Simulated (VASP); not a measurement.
The input files of a VASP run:

### POSCAR
```
PbF2
1
    0.0000000000     2.9651671524     2.9651671524
    2.9651671524     0.0000000000     2.9651671524
    2.9651671524     2.9651671524     0.0000000000
Pb F
1 2
Direct
  0.0000000000   0.0000000000   0.0000000000
  0.2500000000   0.2500000000   0.2500000000
  0.7500000000   0.7500000000   0.7500000000
```

File KPOINTS:
```
Automatic mesh
0
Gamma
7 7 7
0 0 0
```

INCAR:
```
# general
SYSTEM   = PbF2
PREC     = Accurate
ENCUT    = 520   # plane-wave cut-off (eV)
LREAL    = .FALSE.   # projection in real space or not
LASPH    = .TRUE.   # aspherical one-centre terms

# electronic loop
EDIFF    = 1E-7
NELM     = 100
ALGO     = Normal   # blocked Davidson
LMAXMIX  = 4

# smearing
ISMEAR   = -5   # tetrahedra, Bloechl

# functional
GGA      = MK
LUSE_VDW = .TRUE.
AGGAC    = 0.0
PARAM1   = 0.1234
PARAM2   = 1.0

# ions
ISIF     = 2

# output
LWAVE    = .FALSE.
LCHARG   = .TRUE.
LORBIT   = 11
NEDOS    = 601   # DOS grid

# other
LEFG     = .TRUE.
```

POTCAR, in this order: Pb_d F (PBE.64 set). Program: vasp_std.

Translate this optB86b-vdW calculation to Quantum ESPRESSO's pw.x.

One equivalent input (not run):
```
&CONTROL
  calculation = 'scf'
  pseudo_dir = './pseudo'
  outdir = './out'
  tprnfor = .true.
  tstress = .true.
/
&SYSTEM
  ibrav = 0
  nat = 3
  ntyp = 2
  ecutwfc = 84
  occupations = 'tetrahedra'
  input_dft = 'vdw-df-ob86'
/
&ELECTRONS
  conv_thr = 7.3e-09
  electron_maxstep = 100
/
ATOMIC_SPECIES
  Pb 207.200 Pb.upf
  F 18.998 F.upf
CELL_PARAMETERS angstrom
     0.0000000    2.9651672    2.9651672
     2.9651672    0.0000000    2.9651672
     2.9651672    2.9651672    0.0000000
ATOMIC_POSITIONS crystal
  Pb   0.0000000  0.0000000  0.0000000
  F    0.2500000  0.2500000  0.2500000
  F    0.7500000  0.7500000  0.7500000
K_POINTS automatic
  7 7 7 0 0 0
```
Limits of the translation: the potentials are each code's own (VASP's PAW set, PseudoDojo norm-conserving files in pw.x), so ENCUT and ecutwfc are chosen apart and not converted; conv_thr bounds pw.x's estimated SCF error, while EDIFF bounds the energy change between steps; the field gradients of LEFG aren't asked of the other code.

The compound is PbF2 in the fluorite structure, the β form. It was relaxed first.
